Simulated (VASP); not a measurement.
Data:

```
HfS2
1.0
    1.80710    -3.12998     0.00000
    1.80710     3.12998     0.00000
    0.00000     0.00000     5.83043
Hf S
1 2
Direct
  0.00000   0.00000   0.00000
  0.33333   0.66667   0.24926
  0.66667   0.33333   0.75074
```

Level of theory: rev-vdW-DF2, VASP's PBE PAW potentials (set 64) (plane waves; VASP). Settings: 520 eV cut-off, Gaussian smearing of 0.050 eV, potentials Hf_pv S.

Unless said otherwise, spin-orbit coupling is left out, though it shifts the bands of the heavy elements here.

Task: Give the energies of bands 6 to 14 at the high-symmetry points, in eV from the valence-band maximum.

Result: 
```
band      Γ      M      K      A      L      H
----  -----  -----  -----  -----  -----  -----
6     -4.94  -4.96  -4.15  -3.68  -5.09  -3.82
7     -2.82  -2.92  -3.62  -2.77  -3.63  -3.82
8     -2.82  -2.64  -3.62  -2.77  -2.71  -3.79
9     -0.13  -2.52  -2.26  -2.03  -2.47  -2.35
10    -0.13  -2.12  -2.26  -0.29  -1.10  -1.90
11    -0.01  -1.40  -1.71  -0.29  -0.93  -1.90
12     1.88   1.07   2.49   1.82   0.91   2.70
13     1.88   3.94   3.59   1.82   3.93   3.18
14     2.44   4.02   3.59   2.74   4.06   3.18
```

The gap is indirect, 0.91 eV, from the valence maximum at K-Γ at 0.89 to the conduction minimum at L.

Measured: gap 1.80 eV (computed value off by -0.89 eV), as given by Miłosz Rybak et al., Nanomaterials (2022), arXiv:2210.12074.

The compound is HfS2 in the 1T layered structure. It was relaxed first.
